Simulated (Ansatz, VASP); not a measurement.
# Rh (Rh(100)): VASP beside Ansatz

Aim: how closely do two programs agree when they are given the same cell, functional and k mesh? Other levels of theory on this material are compared in a session of their own. Valence electrons are named where the data sets of a main pair hold unlike numbers.

Method: plane waves, with VASP 6.6.1 beside it; single point at LDA, in Ansatz 0.2.0.

## Step 1: Starting point

The cell holds 7 atoms: 7 Rh. Its edges and angles: a = 2.687 Å, b = 2.687 Å, c = 29.400 Å, α = 90.0°, β = 90.0°, γ = 90.0°. Vacuum lies along c.

## Step 2: VASP: single point, LDA

A single point gives forces, pressure and levels at one fixed geometry, so differences don't come from the geometry; what else differs is listed under the comparison.

Lines of VASP's logs that name or quote its potential files are left out, and so is its time.

The input, INCAR:

```
SYSTEM = Rh
PREC = Normal
ENCUT = 350
EDIFF = 1E-06
NELM = 120
ISMEAR = 1
SIGMA = 0.1
LREAL = .FALSE.
ALGO = Normal
GGA = CA
NBANDS = 39
LORBIT = 11
LWAVE = .FALSE.
LCHARG = .FALSE.
KPAR = 4
IDIPOL = 3
LDIPOL = .TRUE.
DIPOL = 0.5 0.5 0.5
LVHAR = .TRUE.
LVACPOTAV = .TRUE.
```

The input, POSCAR:

```
Rh
1.0
    2.6870057685      0.0000000000      0.0000000000
    0.0000000000      2.6870057685      0.0000000000
    0.0000000000      0.0000000000     29.4000000000
Rh
7
Direct
    0.0000000000      0.0000000000      0.3061224490
    0.5000000000      0.5000000000      0.3707482993
    0.0000000000      0.0000000000      0.4353741497
    0.5000000000      0.5000000000      0.5000000000
    0.0000000000      0.0000000000      0.5646258503
    0.5000000000      0.5000000000      0.6292517007
    0.0000000000      0.0000000000      0.6938775510
```

The input, KPOINTS:

```
Automatic mesh
0
Gamma
9 9 1
0 0 0
```

PAW data sets: Rh (PBE family, release 64).

The run is started by

```sh
$ mpirun -np 4 vasp_std
```

Numbers of over 12 decimals in the logs are rounded to 6 here.

The log of the run:

```text
[banner, memory and clock lines left out]
running    4 mpi-ranks, on    1 nodes
 distrk:  each k-point on    1 cores,    4 groups
 distr:  one band on    1 cores,    1 groups

 POSCAR found type information on POSCAR Rh
 POSCAR found :  1 types and       7 ions
|                                                                             |
|               ----> ADVICE to this user running VASP <----                  |
|                                                                             |
|     You enforced a specific xc type in the INCAR file but a different       |
|     [... a line on the potential file left out ...]
|     I HOPE YOU KNOW WHAT YOU ARE DOING!                                     |
|                                                                             |

 LDA part: xc-table for (Slater(with rela. corr.)+CA(PZ))
 , standard interpolation
 POSCAR, INCAR and KPOINTS ok, starting setup
 FFT: planning ... GRIDC
 FFT: planning ... GRID_SOFT
 FFT: planning ... GRID
 WAVECAR not read
 entering main loop
       N       E                     dE             d eps       ncg     rms          rms(c)
DAV:   1     0.323723107266E+03    0.32372E+03   -0.23490E+04  1177   0.103E+03
DAV:   2    -0.453672209456E+02   -0.36909E+03   -0.34295E+03  1361   0.267E+02
DAV:   3    -0.623054776722E+02   -0.16938E+02   -0.15774E+02  1565   0.540E+01
DAV:   4    -0.629626926593E+02   -0.65721E+00   -0.64062E+00  1461   0.105E+01
DAV:   5    -0.630015753062E+02   -0.38883E-01   -0.37326E-01  1774   0.193E+00    0.289E+01
DAV:   6    -0.588169286801E+02    0.41846E+01   -0.15561E+01  1354   0.226E+01    0.104E+01
DAV:   7    -0.961621749204E+02   -0.37345E+02   -0.11320E+02  1667   0.863E+01    0.497E+01
DAV:   8    -0.615810726072E+02    0.34581E+02   -0.40999E+01  1663   0.334E+01    0.197E+01
DAV:   9    -0.590960033120E+02    0.24851E+01   -0.91615E+00  1495   0.189E+01    0.114E+01
DAV:  10    -0.583909588111E+02    0.70504E+00   -0.82238E+00  1535   0.139E+01    0.547E+00
DAV:  11    -0.581438108079E+02    0.24715E+00   -0.70976E-01  1494   0.620E+00    0.187E+00
DAV:  12    -0.581120459674E+02    0.31765E-01   -0.10747E-01  1506   0.286E+00    0.120E+00
DAV:  13    -0.580996218664E+02    0.12424E-01   -0.26967E-02  1484   0.138E+00    0.489E-01
DAV:  14    -0.580994950634E+02    0.12680E-03   -0.84628E-03  1589   0.632E-01    0.474E-01
[...]
DAV:  22    -0.580987367095E+02   -0.10519E-04   -0.10133E-05  1291   0.195E-02    0.723E-03
DAV:  23    -0.580987488780E+02   -0.12169E-04   -0.14108E-06   761   0.549E-03    0.344E-03
DAV:  24    -0.580987570183E+02   -0.81403E-05   -0.22970E-06   836   0.857E-03    0.500E-03
DAV:  25    -0.580987599665E+02   -0.29482E-05   -0.28407E-07   664   0.308E-03    0.339E-03
DAV:  26    -0.580987619586E+02   -0.19921E-05   -0.76109E-08   613   0.947E-04    0.319E-03
DAV:  27    -0.580987643390E+02   -0.23803E-05   -0.21046E-07   642   0.253E-03    0.900E-04
DAV:  28    -0.580987658831E+02   -0.15442E-05   -0.10903E-07   613   0.157E-03    0.524E-04
DAV:  29    -0.580987664035E+02   -0.52031E-06   -0.29033E-08   599   0.575E-04
|                                                                             |
|           W    W    AA    RRRRR   N    N  II  N    N   GGGG   !!!           |
|           W    W   A  A   R    R  NN   N  II  NN   N  G    G  !!!           |
|           W    W  A    A  R    R  N N  N  II  N N  N  G       !!!           |
|           W WW W  AAAAAA  RRRRR   N  N N  II  N  N N  G  GGG   !            |
|           WW  WW  A    A  R   R   N   NN  II  N   NN  G    G                |
|           W    W  A    A  R    R  N    N  II  N    N   GGGG   !!!           |
|                                                                             |
|     Did not find any points to average over, which means that no vacuum     |
|     field-free region was found. Please increase the size of  your cell     |
|     in the dimension of the dipole correction to obtain accurate            |
|     workfunction values.                                                    |
|                                                                             |

   1 F= -.58098766E+02 E0= -.58096267E+02  d E =-.749757E-02
```

OUTCAR, selected parts (step 2):

```text
ion  position               nearest neighbor table
   1  0.000  0.000  0.306-   2 2.69   2 2.69   2 2.69   2 2.69
   2  0.500  0.500  0.371-   1 2.69   1 2.69   1 2.69   1 2.69   3 2.69   3 2.69   3 2.69   3 2.69

  LATTYP: Found a simple tetragonal cell.
 ALAT       =     2.6870057685
 C/A-ratio  =    10.9415470352

 Subroutine GETGRP returns: Found 16 space group operations
 (whereof 16 operations were pure point group operations)

The static configuration has the point symmetry D_4h.

 Found     15 irreducible k-points:

   k-points           NKPTS =     15   k-points in BZ     NKDIM =     15   number of bands    NBANDS=     39

   dimension x,y,z NGX =    12 NGY =   12 NGZ =  140
   dimension x,y,z NGXF=    24 NGYF=   24 NGZF=  280

   ENCUT  =  350.0 eV  25.72 Ry    5.07 a.u.   4.10  4.10 44.85*2*pi/ulx,y,z

   NELECT =      63.0000    total number of electrons

 k-points in reciprocal lattice and weights: Automatic mesh
   0.00000000  0.00000000  0.00000000       0.012
   0.11111111  0.00000000  0.00000000       0.049
   0.22222222  0.00000000  0.00000000       0.049
   0.33333333  0.00000000  0.00000000       0.049
   0.44444444  0.00000000  0.00000000       0.049
   0.11111111  0.11111111  0.00000000       0.049
   0.22222222  0.11111111  0.00000000       0.099
   0.33333333  0.11111111  0.00000000       0.099
   0.44444444  0.11111111  0.00000000       0.099
[...]
0.44444444  0.33333333  0.00000000       0.099
   0.44444444  0.44444444  0.00000000       0.049

 dipolmoment           0.000000      0.000000     -0.000000 electrons x Angstroem

 average (electrostatic) potential at core
       1 -70.4398       2 -71.0623       3 -71.0883       4 -71.0393       5 -71.0883
       6 -71.0623       7 -70.4398

 E-fermi :   2.2225

 k-point     1 :       0.0000    0.0000    0.0000
  band No.  band energies     occupation
    ...
     29       1.5356      2.00000
     30       1.8580      2.00000
     31       1.9899      2.00486
     32       1.9899      2.00486
     33       2.2098      1.21324
     34       2.5550     -0.00003
     35       2.6828     -0.00000
     36       2.6985     -0.00000
     37       2.6985     -0.00000
     38       2.8160     -0.00000
    ...

 k-point     2 :       0.1111    0.0000    0.0000
  band No.  band energies     occupation
    ...
     30       1.6322      2.00000
     31       1.6733      2.00000
     32       1.8780      2.00001
     33       2.0518      2.03644
     34       2.1884      1.54223
     35       2.4046     -0.02734
     36       2.4376     -0.00956
     37       2.6382     -0.00000
     38       2.6804     -0.00000
     39       2.9520     -0.00000

 k-point     3 :       0.2222    0.0000    0.0000
  band No.  band energies     occupation
    ...
     31       1.4700      2.00000
     32       1.5047      2.00000
     33       1.9549      2.00102
     34       2.1285      2.03546
     35       2.1387      1.99864
     36       2.5069     -0.00044
     37       2.8368     -0.00000
     38       2.8864     -0.00000
     39       2.9849     -0.00000

  Total      -10.0684899    -10.0684899     -8.4056262      0.0000000     -0.0000000      0.0000000
  in kB      -75.9959406    -75.9959406    -63.4448139      0.0000000     -0.0000000      0.0000000
  external PRESSURE =     -71.8122317 kB  Pullay stress =       0.0000000 kB

  energy-cutoff  :      350.00
  volume of cell :      212.27
      direct lattice vectors                 reciprocal lattice vectors
     2.687005769  0.000000000  0.000000000     0.372161464  0.000000000  0.000000000
     0.000000000  2.687005769  0.000000000     0.000000000  0.372161464  0.000000000
     0.000000000  0.000000000 29.400000000     0.000000000  0.000000000  0.034013605

 POSITION                                       TOTAL-FORCE (eV/Angst)
 -----------------------------------------------------------------------------------
      0.00000      0.00000      9.00000         0.000000     -0.000000      1.104845
      1.34350      1.34350     10.90000        -0.000000      0.000000     -0.551034
      0.00000      0.00000     12.80000         0.000000     -0.000000     -0.082777
      1.34350      1.34350     14.70000        -0.000000     -0.000000     -0.000000
      0.00000      0.00000     16.60000         0.000000     -0.000000      0.082777
      1.34350      1.34350     18.50000        -0.000000      0.000000      0.551034
      0.00000      0.00000     20.40000         0.000000     -0.000000     -1.104845
 -----------------------------------------------------------------------------------
    total drift:                                0.000000      0.000000     -0.000000

  FREE ENERGIE OF THE ION-ELECTRON SYSTEM (eV)
  ---------------------------------------------------
  free  energy   TOTEN  =       -58.0987664035 eV

  energy  without entropy=      -58.0912688333  energy(sigma->0) =      -58.09626721

 vacuum level on the upper side and lower side of the slab         7.649         7.649

 total charge
# of ion       s       p       d       tot
------------------------------------------
    1        0.430   0.378   7.372   8.180
    2        0.468   0.583   7.346   8.397
    3        0.476   0.587   7.359   8.421
    4        0.473   0.586   7.369   8.428
    5        0.476   0.587   7.359   8.421
    6        0.468   0.583   7.346   8.397
    7        0.430   0.378   7.372   8.180
--------------------------------------------------
tot          3.221   3.682  51.522  58.424

[... 3 further parts left out ...]
```

The PAW data sets were made with PBE, though LDA sets exist; pressures can shift by 1 GPa and more with it.

[end of part 1 of 2]

[Lines on the potential files, build, host, timing and source positions are cut from VASP's logs without a mark.]

[Logs are printed without paths, hosts, clocks, repeated set-up lines and the standing remarks that a program may print on its own settings, such as how far it seeks lower states.]

[Hosts, paths, dates, database ids (printed as entryN), source tags and the programs' standing remarks are cut or masked in the printed files.]
